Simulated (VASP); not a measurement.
## Bi2Te3 (Tellurobismuthite): relaxation of shape and atoms at fixed volume with PBE

Crystal: Bi2Te3 (Tellurobismuthite).

```
CELL_PARAMETERS angstrom
2.25221 1.30031 10.80852
-2.25221 1.30031 10.80852
0.00000 -2.60063 10.80852
ATOMIC_POSITIONS crystal
Bi 0.39715 0.39715 0.39715
Bi 0.60285 0.60285 0.60285
Te 0.00000 0.00000 0.00000
Te 0.21573 0.21573 0.21573
Te 0.78427 0.78427 0.78427
```

The cell isn't the ideal one: a relaxed cell with its volume scaled by 1.04.

```yaml
Program: VASP 6.6.1
Task: relaxation of shape and atoms at fixed volume
Functional: PBE
Potentials_or_basis: VASP PAW PBE potentials, release 64 (Bi, Te)
Cutoff: 300 eV
k_mesh: 4 × 4 × 4
Occupations: gaussian, width 0.03 eV
Spin: no spin polarisation
Further_INCAR_settings: ALGO = Fast; EDIFF = 1e-07; IBRION = 2; EDIFFG = -0.01; NSW = 40; ISIF = 4
```

```json
{
 "Energy gained by relaxing": "6.5 meV/atom",
 "Ionic steps": "11",
 "Pressure after relaxing": "-0.2 GPa",
 "Band gap on the k mesh": "0.76 eV, direct"
}
```

The path:
| step | energy change (eV) | largest force (eV/Å) | pressure (GPa) |
| --- | --- | --- | --- |
| 1 | 0.0000 | 0.2624 | -1.60 |
| 2 | -0.0060 | 0.1807 | -1.45 |
| 3 | -0.0096 | 0.1488 | -1.20 |
| 4 | -0.0134 | 0.1416 | -1.11 |
| 5 | -0.0228 | 0.1199 | -0.84 |
| 6 | -0.0315 | 0.0736 | -0.27 |
| 7 | -0.0317 | 0.0677 | -0.20 |
| 8 | -0.0323 | 0.0556 | -0.25 |
| 9 | -0.0326 | 0.0159 | -0.24 |
| 10 | -0.0327 | 0.0122 | -0.20 |
| 11 | -0.0327 | 0.0015 | -0.21 |

Final structure:
```
Bi Te
1.0
     2.22322    1.28357   11.09227
    -2.22322    1.28357   11.09227
     0.00000   -2.56715   11.09227
Bi Te
2 3
Direct
  0.39490 0.39490 0.39490
  0.60510 0.60510 0.60510
  0.00000 0.00000 0.00000
  0.22016 0.22016 0.22016
  0.77984 0.77984 0.77984
```

Levels at points of the mesh, in eV from the valence-band top:
```
           k point  band 11  band 12  band 13  band 14  band 15  band 16  band 17  band 18
(0.00, 0.00, 0.00)    -1.00    -0.38    -0.38     0.00     0.76     1.40     1.40     2.25
(0.50, 0.00, 0.00)    -2.06    -1.26    -0.51    -0.39     1.22     2.01     2.73     3.25
(0.50, 0.50, 0.00)    -1.49    -1.06    -0.74    -0.66     1.63     1.83     2.32     3.10
(0.50, 0.50, 0.50)    -0.95    -0.44    -0.44    -0.20     0.92     1.52     1.52     2.16
```

Wall time 10 min on 1 thread of Intel(R) Xeon(R) 6975P-C (Granite Rapids) (shared host), peak memory 0.56 GiB.

Caveat: spin-orbit coupling is left out, which as a rule narrows the gap of such compounds by several tenths of an eV. A k mesh can miss the band edges.
